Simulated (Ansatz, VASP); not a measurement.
## Cross-check of GaSi4P between VASP and Ansatz

One calculation is typed for both programs; each brings its own data sets. How far apart do they land? The cell is generated by rule, not measured, and may not be a known phase. The cell is taken from a series of runs on this material, whose earlier steps may have relaxed, scaled, displaced or heated it; both programs get it as it stands.

Main program and level: Ansatz 0.2.0; plane waves, with VASP 6.6.1 beside it; relaxation of cell and atoms at LDA.

The structure was built from a prototype and need not be the compound's stable phase.

## 1. The structure

It takes space group Imm2 (No. 44, orthorhombic). The conventional cell has a = 3.819 Å, b = 3.825 Å, c = 16.141 Å, α = 90.00°, β = 90.00°, γ = 90.00°. Nearest to Ga lie 2 Si at 2.34 Å and 2 P at 2.37 Å. Nearest to P lie 2 Si at 2.32 Å and 2 Ga at 2.37 Å. Nearest to Si lie 2 P at 2.32 Å and 2 Si at 2.33 Å. Nearest to Si lie 4 Si at 2.33 to 2.34 Å. Si has 4 Si at 2.33 to 2.34 Å nearest. Nearest to Si lie 2 Si at 2.33 Å and 2 Ga at 2.34 Å. Farther neighbours are not listed.

## 2. Ansatz: relaxation of cell and atoms, LDA

Ansatz runs on its default PAW (the set named soft_2) files.

The relaxed volume is the usual yardstick between codes: in a stiff, nearly cubic crystal its relative difference is about their pressure difference at one cell divided by the bulk modulus.

File input.yaml:

```yaml
crystal:
  lattice:
    - [2.7006890422, 2.7006890422, 0.0]
    - [-2.704483995, 2.704483995, 0.0]
    - [2.7025865186, -0.0018974764, 8.070394463]
  atoms:
    - { symbol: Ga, position: [0.0007827628, -0.0007827628, -0.0015655257] }
    - { symbol: P, position: [0.4143223141, 0.0856776859, 0.1713553718] }
    - { symbol: Si, position: [0.3331242128, 0.6668757872, 0.3337515745] }
    - { symbol: Si, position: [0.7505972165, 0.7494027835, 0.498805567] }
    - { symbol: Si, position: [0.6669555649, 0.3330444351, 0.6660888702] }
    - { symbol: Si, position: [0.0842179289, 0.4157820711, 0.8315641421] }
kpoints:
  mp_grid: { grid: [8, 8, 8] }
hamiltonian:
  xc: lda
scf:
  occupations: { method: methfessel_paxton, width: 0.15 }
output:
  forces: true
  stress: true
  eigenvalues: true
relax:
  adjacent_minimum: "off"
  f_tol: 0.001
  max_steps: 60
  cell: { stress_tol: 0.01 }
```

The run is started by

```sh
> ansatz run input.yaml --threads 8 --pin off --max-ram 14336MiB --backend cpu --events-out ev --progress --plain --runs-dir out
```

Numbers of over 12 decimals in the logs are rounded to 6 here.

What it wrote:

```text
Engine: ansatz 0.2.0, aarch64-unknown-linux-gnu
Pseudopotentials: kind: paw
Pseudopotential: Ga, paw, valence charge 13, recommended cutoff 420 eV (normal), Ga.paw.azcp
Pseudopotential: P, paw, valence charge 5, recommended cutoff 420 eV (normal), P.paw.azcp
Pseudopotential: Si, paw, valence charge 4, recommended cutoff 420 eV (normal), Si.paw.azcp
Functional definition: SPW92
  exchange = slater_x
  correlation = pw_c
Crystal: 6 atoms, lattice volume = 117.892 Å³
Basis set: ecut = 420 eV, 2287 PW (Γ)
Bands: 23, of which v1, the nominal top of the filled ones, is band 17 counted from 1 (16 counted from 0)
Symmetry: 4 space group operations
Space group: Imm2 (ITA 44), of the structure as read, at distance tolerance 4.9e-5 Å
k-points: 95 of 512 (time reversal used)
Non-local potential: Ga, projectors of the file, l = 0: 2, l = 1: 2, l = 2: 3, l = 3: 1
Non-local potential: P, projectors of the file, l = 0: 2, l = 1: 2, l = 2: 2
Non-local potential: Si, projectors of the file, l = 0: 2, l = 1: 2, l = 2: 2
PAW form: soft (Blöchl's): semilocal exchange-correlation on the pseudo side does not see the compensation charge
PAW frozen core: Ga, regenerated for the run's functional, and the local potential with it (the file was generated under x = pbe(κ = 0.804, μ = 0.219515), c = pbe(β = 0.066725))
PAW frozen core: P, regenerated for the run's functional, and the local potential with it (the file was generated under x = pbe(κ = 0.804, μ = 0.219515), c = pbe(β = 0.066725))
PAW frozen core: Si, regenerated for the run's functional, and the local potential with it (the file was generated under x = pbe(κ = 0.804, μ = 0.219515), c = pbe(β = 0.066725))
PAW one-centre angular grid: Ga, 590 points (default); XC on 64 Gauss nodes
PAW one-centre angular grid: P, 110 points (default); XC on 64 Gauss nodes
PAW one-centre angular grid: Si, 110 points (default); XC on 64 Gauss nodes
Initial density: superposition of atomic densities (neutral atoms: chi_scale 0, normalization atom), corrected by the library's trained network
Initial wavefunctions: pseudopotential atomic-orbital guess
Functional: x = slater, c = lda
SCF iter   1: F=—  HF=-6867.899913 eV  |F-HF|=—  |Δ(HF+E_count)|=         —  Δρ=5.23e-3  dr2=6.65e-2  ethr=1.77e-3  ⟨swp⟩=7.4  Hψ=12700  notcnv=0
preconditioner: auto → Kerker (q_TF=auto, 2.218 Å⁻¹)  [metal: Δε(μ)=0.065 eV  Ē_g=10.894 eV  σ=0.150 eV  W_gap=0.34  n_scr=20 (ndim 8)  ℏωp=19.9 eV  f_vac=0.000  D(μ)=0.34/eV (n_scr^D=0)]
SCF iter   2: F=—  HF=-6867.886617 eV  |F-HF|=—  |Δ(HF+E_count)|=   1.33e-2  S|Δr|=    0.00e0  Δρ=3.12e-3  dr2=2.55e-2  ethr=1.96e-4  ⟨swp⟩=2.0  Hψ=3491  notcnv=0
SCF iter   3: F=—  HF=-6867.881303 eV  |F-HF|=—  |Δ(HF+E_count)|=   5.31e-3  S|Δr|=    0.00e0  Δρ=9.27e-4  dr2=1.84e-3  ethr=7.51e-5  ⟨swp⟩=2.8  Hψ=3590  notcnv=0
SCF iter   4: F=—  HF=-6867.880858 eV  |F-HF|=—  |Δ(HF+E_count)|=   4.45e-4  S|Δr|=    0.00e0  Δρ=3.14e-4  dr2=5.40e-4  ethr=5.41e-6  ⟨swp⟩=2.3  Hψ=3597  notcnv=0
SCF iter   5: F=—  HF=-6867.880728 eV  |F-HF|=—  |Δ(HF+E_count)|=   1.30e-4  S|Δr|=    0.00e0  Δρ=1.64e-4  dr2=1.23e-4  ethr=1.59e-6  ⟨swp⟩=2.0  Hψ=2954  notcnv=0
SCF iter   6: F=—  HF=-6867.880706 eV  |F-HF|=—  |Δ(HF+E_count)|=   2.16e-5  S|Δr|=    0.00e0  Δρ=6.61e-5  dr2=7.76e-6  ethr=3.63e-7  ⟨swp⟩=2.0  Hψ=2510  notcnv=0
SCF iter   7: F=—  HF=-6867.880706 eV  |F-HF|=—  |Δ(HF+E_count)|=   1.37e-7  S|Δr|=    0.00e0  Δρ=1.47e-5  dr2=6.05e-7  ethr=2.28e-8  ⟨swp⟩=2.1  Hψ=3659  notcnv=0  defer=1
SCF iter   8: F=-6867.880706 eV  HF=-6867.880706 eV  |F-HF|=9.46e-9  |Δ(HF+E_count)|=   2.75e-8  S|Δr|=    0.00e0  Δρ=4.29e-6  dr2=3.20e-8  ethr=2.94e-10  ⟨swp⟩=11.5  Hψ=13475  notcnv=0
SCF 1 converged in 8 iterations: F = -6867.880706 eV  dr2 = 3.20e-8
  greatest PAW one-centre occupation: 0.994 electrons in one spin orbital (limit 2), on the Ga atom at site 0 (counted from 0), in its partial waves of l = 2
relax step   1: F+E_penalty+E_count = -6867.88070641 eV  Δ(F+E_penalty+E_count) = +0.000e0 eV  max|allowed force component| = 1.227e-2 eV/Å  Δτ_max = 0.0000 Å  P = -0.005 GPa  Ω = 117.892 Å³  (8 SCF iters, dr2 threshold 1.00e-7 eV, accepted)
[...]
relax step   2: F+E_penalty+E_count = -6867.88071969 eV  Δ(F+E_penalty+E_count) = -1.328e-5 eV  max|allowed force component| = 4.439e-3 eV/Å  Δτ_max = 0.0008 Å  P = +0.001 GPa  Ω = 117.887 Å³  energy of the carried Pulay correction = +1.415e-6 eV  (4 SCF iters, dr2 threshold 9.41e-9 eV, accepted)
[...]
relax step   3: F+E_penalty+E_count = -6867.88072083 eV  Δ(F+E_penalty+E_count) = -1.140e-6 eV  max|allowed force component| = 2.793e-4 eV/Å  Δτ_max = 0.0003 Å  P = +0.001 GPa  Ω = 117.887 Å³  energy of the carried Pulay correction = +1.253e-6 eV  (5 SCF iters, dr2 threshold 1.23e-9 eV, accepted)
[...]
relax step   4: F+E_penalty+E_count = -6867.88072107 eV  Δ(F+E_penalty+E_count) = -2.404e-7 eV  max|allowed force component| = 2.789e-4 eV/Å  Δτ_max = 0.0000 Å  P = +0.001 GPa  Ω = 117.887 Å³  stress off target by 3.73e-3 GPa  SCF on the basis re-selected at this cell (its energy is not comparable with the rows above)  (8 SCF iters)
basis re-selected at this cell: Δ(F+E_penalty+E_count) = -2.404e-7 eV, ΔP = -0.000 GPa vs the last step (what re-selecting the basis moved, of the pressure what is left beyond the Pulay correction that the steps carried, after the strain that the cell walked since its last selection, with what the two solves' SCF thresholds leave and, on support functions, any second-order correction that the steps lacked; it is no m [...]
SCF converged after 8 iterations
Stability not checked: this state was not tested for a lower state beside it, because cold or Methfessel-Paxton smearing, or corrected tetrahedra, fill the levels in a way that the test cannot read (fill_not_monotonic; see scf.lower_state_search)
Free energy (F): -6867.880721 eV
Harris-Foulkes:  -6867.880721 eV  (|F-HF|=2.73e-12)
Internal energy: -6867.881790 eV  (E = F + TS)
E sigma→0 (E₀):  -6867.880988 eV
Entropy (-TS):   0.001069 eV (0.178 meV/atom)
Fermi energy:    7.042290 eV
--- Per-component energies (eV) ---
  E_band       = -46.015926
  E_kinetic    = 350.739349
  E_local      = -2811.293073  (includes V_loc(G=0)·N_el)
  E_nonlocal   = 568.749935
  E_hartree    = 1293.015330
  E_xc         = -350.732534
  E_vxc        = -309.891904  (∫ρ·V_xc dr)
  E_paw        = -4395.543689  (= ΣΔE_a)
  E_vpaw       = -430.350807  (= ΣTr[D̂ρ^β])
  E_aug_tail   = -0.000091  (compensation charges beyond the density's cutoff)
  E_ewald      = -1525.000172
  E_core_change = 2.183154  (= ΣΔE_core)
  E_smearing   = 0.001069  (= −TS)
  E_closure    = -0.000000  (closes the sum)
  Σ components = -6867.880721   (vs F -6867.880721, Δ=0.00e0)
--- Forces (eV/Å), atoms counted from 1 ---
  atom   1  Ga    -0.00000000     0.00000000    -0.00009072
  atom   2  P      0.00000000    -0.00000000     0.00025534
  atom   3  Si    -0.00000000    -0.00000000    -0.00003948
  atom   4  Si     0.00000000     0.00000000    -0.00000927
  atom   5  Si    -0.00000000    -0.00000000    -0.00027989
  atom   6  Si     0.00000000    -0.00000000     0.00015799
  max |Σ_I F_I| component: 6.02e-6 eV/Å
--- Stress (GPa, compression-positive) ---
        0.001880       0.001846       0.000000
        0.001846       0.001880      -0.000000
        0.000000      -0.000000      -0.000112
  P = ⅓ Tr σ = 0.0012 GPa (0.012 kbar)
--- Band table (eV; the first three rows and the last of 95) ---
  k-point 0: bands = [... 13 lower, 4.5563, 6.4784, 6.6048, 6.9107, 7.1983, 7.4300, 8.3831, 8.9376, ... 2 higher]
  k-point 1: bands = [... 13 lower, 4.5991, 6.2753, 6.4926, 6.9316, 7.0691, 7.4224, 8.2457, 9.0678, ... 2 higher]
  k-point 2: bands = [... 13 lower, 4.7435, 5.7871, 6.2148, 6.7942, 6.9369, 7.4227, 8.1066, 9.0587, ... 2 higher]
  k-point 94: bands = [... 13 lower, 3.1399, 3.2544, 3.7885, 3.9835, 7.8905, 7.9335, 8.0897, 8.2923, ... 2 higher]
--- Relaxed structure (3 steps of the walk, 3 accepted, 1 SCFs on fresh bases) ---
  F+E_penalty+E_count = -6867.88072107 eV   max|allowed force component| = 2.789e-4 eV/Å   (the final SCF, on the basis selected at the relaxed cell)
  cell:  # Å, volume = 117.8873 Å³
    - [2.700770, 2.700770, 0]
    - [-2.704655, 2.704655, 0]
    - [2.702712, -0.00194245, 8.069336]
  atoms:
    - { symbol: Ga, position: [0.00084999, -0.00084999, -0.00169998] }
    - { symbol: P, position: [0.414361, 0.085639, 0.171277] }
    - { symbol: Si, position: [0.333099, 0.666901, 0.333801] }
    - { symbol: Si, position: [0.750575, 0.749425, 0.498851] }
    - { symbol: Si, position: [0.666932, 0.333068, 0.666136] }
    - { symbol: Si, position: [0.084183, 0.415817, 0.831635] }
```

The column dr2 measures how far the density is from self-consistency, as an energy; F and HF (Harris–Foulkes) agree once it is small.

## 3. VASP: relaxation of cell and atoms, LDA

The same cell, functional (in two slightly different forms), mesh and smearing now go to VASP, with its own data sets.

Lines of VASP's logs that name or quote its potential files are left out, and so is its time.

File INCAR:

```
SYSTEM = GaSi4P
PREC = Accurate
ENCUT = 500
EDIFF = 1E-07
NELM = 120
ISMEAR = 1
SIGMA = 0.15
LREAL = .FALSE.
ALGO = Normal
GGA = CA
NBANDS = 23
LORBIT = 11
LWAVE = .FALSE.
LCHARG = .FALSE.
ISIF = 3
IBRION = 2
NSW = 80
EDIFFG = -0.005
LASPH = .TRUE.
GGA_COMPAT = .FALSE.
NELMIN = 4
KPAR = 2
```

File POSCAR:

```
GaSi4P
1.0
    2.7006890000      2.7006890000      0.0000000000
   -2.7044840000      2.7044840000      0.0000000000
    2.7025870000     -0.0018970000      8.0703940000
Ga P Si
1 1 4
Direct
    0.0007827378      0.9992172625      0.9984345250
    0.4143224901      0.0856776633      0.1713553266
    0.3331243178      0.6668758056      0.3337516111
    0.7505970904      0.7494028173      0.4988056345
    0.6669554181      0.3330444585      0.6660889171
    0.0842179145      0.4157821167      0.8315642334
```

File KPOINTS:

```
Automatic mesh
0
Gamma
8 8 8
0 0 0
```

Potentials, in the order of the species: Ga_d, P and Si (LDA family, release 64).

The run is started by

```sh
> mpirun -np 2 vasp_std
```

What it wrote:

```text
[banner, memory and clock lines left out]
running    2 mpi-ranks, on    1 nodes
 distrk:  each k-point on    1 cores,    2 groups
 distr:  one band on    1 cores,    1 groups

 POSCAR found type information on POSCAR GaP Si
 POSCAR found :  3 types and       6 ions
 LDA part: xc-table for (Slater(with rela. corr.)+CA(PZ))
 , standard interpolation
 POSCAR, INCAR and KPOINTS ok, starting setup
 FFT: planning ... GRIDC
 FFT: planning ... GRID_SOFT
 FFT: planning ... GRID
 WAVECAR not read
 entering main loop
       N       E                     dE             d eps       ncg     rms          rms(c)
DAV:   1     0.172870365037E+03    0.17287E+03   -0.14463E+04  4542   0.154E+03
DAV:   2    -0.147362106192E+02   -0.18761E+03   -0.17770E+03  4804   0.345E+02
DAV:   3    -0.340605120234E+02   -0.19324E+02   -0.18618E+02  5454   0.903E+01
DAV:   4    -0.347101040281E+02   -0.64959E+00   -0.64661E+00  5647   0.177E+01
DAV:   5    -0.347321322376E+02   -0.22028E-01   -0.22014E-01  5973   0.290E+00    0.862E+00
DAV:   6    -0.340324213218E+02    0.69971E+00   -0.70979E-01  6216   0.738E+00    0.519E+00
DAV:   7    -0.338210071145E+02    0.21141E+00   -0.81099E-01  5465   0.434E+00    0.985E-01
DAV:   8    -0.338127092306E+02    0.82979E-02   -0.11480E-01  5196   0.232E+00    0.542E-01
DAV:   9    -0.338126615024E+02    0.47728E-04   -0.12684E-02  5378   0.728E-01    0.209E-01
DAV:  10    -0.338125167460E+02    0.14476E-03   -0.22763E-03  5619   0.274E-01    0.927E-02
DAV:  11    -0.338124803099E+02    0.36436E-04   -0.23259E-04  5876   0.101E-01    0.422E-02
DAV:  12    -0.338124849228E+02   -0.46129E-05   -0.78720E-05  5654   0.494E-02    0.218E-02
DAV:  13    -0.338124851425E+02   -0.21966E-06   -0.11076E-05  5210   0.195E-02    0.582E-03
DAV:  14    -0.338124848811E+02    0.26134E-06   -0.11451E-06  6153   0.774E-03    0.367E-03
DAV:  15    -0.338124848698E+02    0.11367E-07   -0.31993E-07  4974   0.271E-03
   1 F= -.33812485E+02 E0= -.33812831E+02  d E =-.338125E+02
 curvature:   0.00 expect dE= 0.000E+00 dE for cont linesearch  0.000E+00
 trial: gam= 0.00000 g(F)=  0.142E-04 g(S)=  0.353E-04 ort = 0.000E+00 (trialstep = 0.100E+01)
 search vector abs. value=  0.495E-04
 bond charge predicted
       N       E                     dE             d eps       ncg     rms          rms(c)
DAV:   1    -0.338126180495E+02   -0.13317E-03   -0.37182E-03  6315   0.653E-01    0.689E-02
DAV:   2    -0.338125288607E+02    0.89189E-04   -0.43481E-04  6233   0.292E-01    0.309E-02
DAV:   3    -0.338125023805E+02    0.26480E-04   -0.53241E-05  6563   0.769E-02    0.883E-03
DAV:   4    -0.338124996014E+02    0.27790E-05   -0.66905E-06  5789   0.233E-02    0.339E-03
DAV:   5    -0.338124992628E+02    0.33864E-06   -0.43119E-07  5315   0.600E-03    0.132E-03
DAV:   6    -0.338124992227E+02    0.40118E-07   -0.76131E-08  3314   0.295E-03
   2 F= -.33812499E+02 E0= -.33812845E+02  d E =-.143529E-04
 trial-energy change:   -0.000014  1 .order   -0.000013   -0.000049    0.000024
 step:   0.7011(harm=  0.6744)  dis= 0.00040  next Energy=   -33.812503 (dE=-0.179E-04)
 bond charge predicted
       N       E                     dE             d eps       ncg     rms          rms(c)
DAV:   1    -0.338125130297E+02   -0.13767E-04   -0.33122E-04  6301   0.195E-01    0.207E-02
DAV:   2    -0.338125049998E+02    0.80299E-05   -0.38997E-05  6261   0.880E-02    0.928E-03
DAV:   3    -0.338125026318E+02    0.23680E-05   -0.47690E-06  6570   0.230E-02    0.264E-03
DAV:   4    -0.338125023824E+02    0.24935E-06   -0.58244E-07  5067   0.696E-03    0.100E-03
DAV:   5    -0.338125023509E+02    0.31519E-07   -0.38581E-08  2913   0.192E-03
   3 F= -.33812502E+02 E0= -.33812848E+02  d E =-.174812E-04
 curvature:  -0.33 expect dE=-0.127E-05 dE for cont linesearch -0.645E-07
 trial: gam= 0.01450 g(F)=  0.347E-05 g(S)=  0.340E-06 ort = 0.309E-05 (trialstep = 0.940E+00)
 search vector abs. value=  0.391E-05
 reached required accuracy - stopping structural energy minimisation
```

(Continued in part 2 of 2.)

[Lines on the potential files, build, host, timing and source positions are cut from VASP's logs without a mark.]

[Logs are printed without paths, hosts, clocks, repeated set-up lines and the standing remarks that a program may print on its own settings, such as how far it seeks lower states.]

[Hosts, paths, dates, database ids (printed as entryN), source tags and the programs' standing remarks are cut or masked in the printed files.]
